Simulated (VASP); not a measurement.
An input for Ansatz (written as the equivalent of a VASP run, and not itself run):

Ansatz 0.2 input:
```yaml
crystal:
  lattice:
    - [2.7744000, 0.0000000, 0.0000000]
    - [0.0000000, 2.7744000, 0.0000000]
    - [0.0000000, 0.0000000, 3.7842000]
  atoms:
    - { symbol: Fe, position: [0.0000000, 0.0000000, 0.0000000], spin: 3 }
    - { symbol: Pt, position: [0.5000000, 0.5000000, 0.5000000] }
kpoints:
  mp_grid: { grid: [12, 12, 9] }
hamiltonian:
  xc: pbe
  pseudopotentials: { kind: paw }
  hubbard:
    sites:
      - { species: Fe, l: d, u_eff: 5 }
magnetization: { spin_polarized: true }
scf:
  occupations: { method: methfessel_paxton, width: 0.1 }
  max_iter: 100
output: { forces: true, stress: true, eigenvalues: true }
```

Problem. Write the VASP files for the same calculation (PBE+U).

Solution. Several could match; the one computed here: 
### KPOINTS
```
Automatic mesh
0
Gamma
12 12 9
0 0 0
```

**INCAR**
```
SYSTEM=FePt
PREC=Accurate; ENCUT=400; LREAL=.False.
LASPH=.True.
EDIFF=1E-6; NELM=100; ALGO=Normal
LMAXMIX=2
ISMEAR=1; SIGMA=0.1
GGA=PE
MAGMOM=3.0 0.0
ISPIN=2
LDAUL=2 -1
LDAUU=5.0 0
LDAUJ=0 0
LDAU=.True.; LDAUTYPE=2; LDAUPRINT=1
ISIF=2
LWAVE=.False.; LCHARG=.False.; LORBIT=10
```

POSCAR:
```
FePt
1
    2.7744000000     0.0000000000     0.0000000000
    0.0000000000     2.7744000000     0.0000000000
    0.0000000000     0.0000000000     3.7842000000
Fe Pt
1 1
Direct
  0.0000000000   0.0000000000   0.0000000000
  0.5000000000   0.5000000000   0.5000000000
```

POTCAR, in this order: Fe Pt (PBE.64 set). Program: vasp_std.

Limits of the translation: each code has its own PAW files, so the cut-off isn't converted (ENCUT is set for VASP's; basis.ecutwfc is left out, and Ansatz then takes the one that its files recommend); Ansatz stops its SCF on the density residual and VASP on the energy change (EDIFF); the +U projectors differ, so the same U acts differently.

The compound is FePt in the L1_0 structure. The cell was not relaxed at this level. The run is one of a series of settings (LDAU = .TRUE., LDAUJ = 0 0, LDAUL = 2 -1, LDAUTYPE = 2, LDAUU = 5.0 0, LMAXMIX = 2 against the base run), some of them coarse on purpose.
